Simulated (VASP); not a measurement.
VASP input:

### INCAR
```
SYSTEM = AuZn
PREC = Accurate
ENCUT = 500
EDIFF = 1E-6
NELM = 100
ALGO = Normal
LREAL = .FALSE.
LASPH = .TRUE.
ISMEAR = 1
SIGMA = 0.1
GGA = PS
LMAXMIX = 6
LWAVE = .FALSE.
LCHARG = .FALSE.
IBRION = 2
ISIF = 3
NSW = 40
EDIFFG = -0.02
PSTRESS = 300
```

POSCAR:
```
AuZn
1
    2.9847921134    -0.0000000000     0.0000000000
   -0.0000000000     2.9847921134    -0.0000000000
    0.0000000000    -0.0000000000     2.9847921134
Zn Au
1 1
Direct
  0.5000000000   0.5000000000   0.5000000000
  0.0000000000   0.0000000000   0.0000000000
```

### KPOINTS
```
Automatic mesh
0
Gamma
12 12 12
0 0 0
```

POTCAR, in this order: Zn Au (PBE.64 set). Program: vasp_std.

Question: Translate this PBEsol calculation to Quantum ESPRESSO's pw.x.

Answer: One equivalent input (not run):
```
&CONTROL
  calculation = 'vc-relax'
  pseudo_dir = './pseudo'
  outdir = './out'
  tprnfor = .true.
  tstress = .true.
  nstep = 40
  forc_conv_thr = 0.00078
/
&SYSTEM
  ibrav = 0
  nat = 2
  ntyp = 2
  ecutwfc = 84
  occupations = 'smearing'
  smearing = 'methfessel-paxton'
  degauss = 0.00735
  input_dft = 'pbesol'
/
&ELECTRONS
  conv_thr = 7.3e-08
  electron_maxstep = 100
/
&IONS
/
&CELL
  press = 300
/
ATOMIC_SPECIES
  Zn 65.380 Zn.upf
  Au 196.967 Au.upf
CELL_PARAMETERS angstrom
     2.9847921   -0.0000000    0.0000000
    -0.0000000    2.9847921   -0.0000000
     0.0000000   -0.0000000    2.9847921
ATOMIC_POSITIONS crystal
  Zn   0.5000000  0.5000000  0.5000000
  Au   0.0000000  0.0000000  0.0000000
K_POINTS automatic
  12 12 12 0 0 0
```
What does not carry over: the potentials are each code's own (VASP's PAW set, PseudoDojo norm-conserving files in pw.x), so ENCUT and ecutwfc are chosen apart and not converted; conv_thr bounds pw.x's estimated SCF error, while EDIFF bounds the energy change between steps; forc_conv_thr acts on force components and is met together with etot_conv_thr.

The compound is AuZn in the CsCl type structure. It was relaxed first under an external pressure of 30 GPa.
